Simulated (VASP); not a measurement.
Input:

```yaml
crystal:
  lattice:
    - [3.98966, 0.00000, 0.00000]
    - [0.00000, 3.98966, 0.00000]
    - [0.00000, 0.00000, 5.03153]
  atoms:
    - { symbol: Pb, position: [0.50000, 0.00000, 0.76395] }
    - { symbol: Pb, position: [0.00000, 0.50000, 0.23605] }
    - { symbol: O, position: [0.50000, 0.50000, 0.00000] }
    - { symbol: O, position: [0.00000, 0.00000, 0.00000] }
```

Level of theory: r2SCAN+rVV10, VASP's PBE PAW potentials (set 64) (plane waves; VASP 6.6.1). Run with 520 eV cut-off, 6×6×5 Γ-centred mesh, tetrahedra with Blöchl corrections, potentials Pb_d O.

The path is coarsely sampled, so an indirect gap can come out somewhat too large. Unless said otherwise, spin-orbit coupling is left out, though it shifts the bands of the heavy elements here.

### Question
Give the energies of bands 14 to 23 at the high-symmetry points, in eV from the valence-band maximum.

### Answer

| band | Γ | X | M | Z | R | A |
|---|---|---|---|---|---|---|
| 14 | -6.82 | -7.34 | -8.35 | -4.38 | -7.44 | -8.26 |
| 15 | -4.39 | -3.29 | -3.53 | -4.23 | -3.76 | -3.96 |
| 16 | -4.39 | -3.29 | -3.53 | -4.23 | -3.76 | -3.96 |
| 17 | -1.80 | -3.11 | -1.73 | -1.84 | -3.08 | -2.32 |
| 18 | -1.76 | -3.11 | -1.73 | -1.78 | -3.08 | -2.32 |
| 19 | -1.76 | -1.70 | -1.12 | -1.78 | -1.05 | -1.12 |
| 20 | 0.00 | -1.70 | -1.12 | -0.99 | -1.05 | -1.12 |
| 21 | 2.74 | 3.72 | 1.51 | 2.28 | 3.36 | 3.77 |
| 22 | 5.80 | 3.72 | 1.51 | 4.36 | 3.36 | 3.77 |
| 23 | 6.02 | 6.98 | 5.62 | 4.36 | 6.74 | 5.15 |

The gap is indirect, 1.51 eV, from the valence maximum at Γ-X at 0.20 to the conduction minimum at M.

The compound is PbO in the litharge structure. It was relaxed first.
